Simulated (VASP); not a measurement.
All values below come from PBEsol GGA, VASP's PBE PAW potentials (set 64) (plane waves; VASP 6.6.1).

The input files of a VASP run:

INCAR:
```
SYSTEM = HfN(100) slab
PREC = Normal; ENCUT = 450; LREAL = F
LASPH = T
EDIFF = 1E-6; NELM = 100; NELMIN = 4
ALGO = Normal; LMAXMIX = 6
ISMEAR = 1; SIGMA = 0.1
GGA = PS
LWAVE = F; LCHARG = F; LORBIT = 11
LVHAR = T
DIPOL = 0.5 0.5 0.5
LDIPOL = T; IDIPOL = 3
```

POSCAR:
```
HfN(100) slab
1
    3.1752307449     0.0000000000     0.0000000000
    0.0000000000     3.1752307449     0.0000000000
    0.0000000000     0.0000000000    23.8828565447
Hf N
4 4
Direct
  1.0000000000   0.5000000000   0.3633384569
  0.5000000000   0.0000000000   0.4540992390
  1.0000000000   0.5000000000   0.5459007610
  0.5000000000   1.0000000000   0.6366615431
  1.0000000000   0.5000000000   0.4518161360
  0.5000000000   1.0000000000   0.3568725361
  0.0000000000   0.5000000000   0.6431274639
  0.5000000000   0.0000000000   0.5481838640
```

File KPOINTS:
```
Automatic mesh
0
Gamma
9 9 1
0 0 0
```

POTCAR, in this order: Hf_pv N (PBE.64 set). Program: vasp_std. Read from the step before: WAVECAR.

Unless said otherwise, spin-orbit coupling is left out, though it shifts the bands of the heavy elements here.

Task: Estimate the energy per atom (σ→0), band gap (on the k-mesh).

Result: 
- energy per atom (σ→0): -11.217 eV/atom
- band gap (on the k-mesh): none (metal, semimetal or under 0.01 eV)

OSZICAR:
```
       N       E                     dE             d eps       ncg     rms          rms(c)
DAV:   1    -0.897375336532E+02   -0.89738E+02   -0.16156E-05  1256   0.300E-02    0.944E-03
DAV:   2    -0.897375307340E+02    0.29191E-05   -0.21454E-05  1076   0.333E-02    0.496E-03
DAV:   3    -0.897375304697E+02    0.26437E-06   -0.17637E-06   904   0.952E-03    0.273E-03
DAV:   4    -0.897375304807E+02   -0.11044E-07   -0.20263E-07   612   0.276E-03
   1 F= -.89737530E+02 E0= -.89736673E+02  d E =-.257109E-02
```

The cell is a thin slab with vacuum, built from HfN (rock salt): (100) face.
